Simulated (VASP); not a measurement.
VASP ran on this input.

**POSCAR**
```
GeMo3
1
    4.8796150976     0.0000000000     0.0000000000
    0.0000000000     4.8796150976     0.0000000000
    0.0000000000     0.0000000000     4.8796150976
Ge Mo
2 6
Direct
  0.0000000000   0.0000000000   0.0000000000
  0.5000000000   0.5000000000   0.5000000000
  0.2500000000   0.0000000000   0.5000000000
  0.7500000000   0.0000000000   0.5000000000
  0.5000000000   0.7500000000   0.0000000000
  0.5000000000   0.2500000000   0.0000000000
  0.0000000000   0.5000000000   0.7500000000
  0.0000000000   0.5000000000   0.2500000000
```

File KPOINTS:
```
Automatic mesh
0
G
 7 7 7
```

INCAR:
```
SYSTEM=GeMo3
PREC=Accurate; ENCUT=400; LREAL=.FALSE.
LASPH=.TRUE.
EDIFF=1E-7; NELM=100; ALGO=Normal
LMAXMIX=4
ISMEAR=-5
ISIF=2
LWAVE=.FALSE.; LCHARG=.TRUE.; LORBIT=11
NEDOS=601
LEFG=.TRUE.
```

POTCAR, in this order: Ge_d Mo_sv (LDA.64 set). Program: vasp_std.

Question: Translate this LDA calculation to Ansatz.

Answer: One equivalent input (not run):
Ansatz 0.2 input:
```yaml
crystal:
  lattice:
    - [4.8796151, 0.0000000, 0.0000000]
    - [0.0000000, 4.8796151, 0.0000000]
    - [0.0000000, 0.0000000, 4.8796151]
  atoms:
    - { symbol: Ge, position: [0.0000000, 0.0000000, 0.0000000] }
    - { symbol: Ge, position: [0.5000000, 0.5000000, 0.5000000] }
    - { symbol: Mo, position: [0.2500000, 0.0000000, 0.5000000] }
    - { symbol: Mo, position: [0.7500000, 0.0000000, 0.5000000] }
    - { symbol: Mo, position: [0.5000000, 0.7500000, 0.0000000] }
    - { symbol: Mo, position: [0.5000000, 0.2500000, 0.0000000] }
    - { symbol: Mo, position: [0.0000000, 0.5000000, 0.7500000] }
    - { symbol: Mo, position: [0.0000000, 0.5000000, 0.2500000] }
kpoints:
  mp_grid: { grid: [7, 7, 7] }
hamiltonian:
  xc: lda
  pseudopotentials: { kind: paw }
scf:
  occupations: { method: tetrahedron }
  max_iter: 100
output: { forces: true, stress: true, eigenvalues: true }
```
What does not carry over: each code has its own PAW files, so the cut-off isn't converted (ENCUT is set for VASP's; basis.ecutwfc is left out, and Ansatz then takes the one that its files recommend); Ansatz stops its SCF on the density residual and VASP on the energy change (EDIFF); Ansatz's lda is the Perdew-Wang form, while the LDA potentials of VASP carry Perdew-Zunger's; the field gradients of LEFG aren't asked of the other code.

The structure comes from a computed database's GeMo3 entry (Pm-3n); how it stands against other phases isn't given here. It was relaxed first.
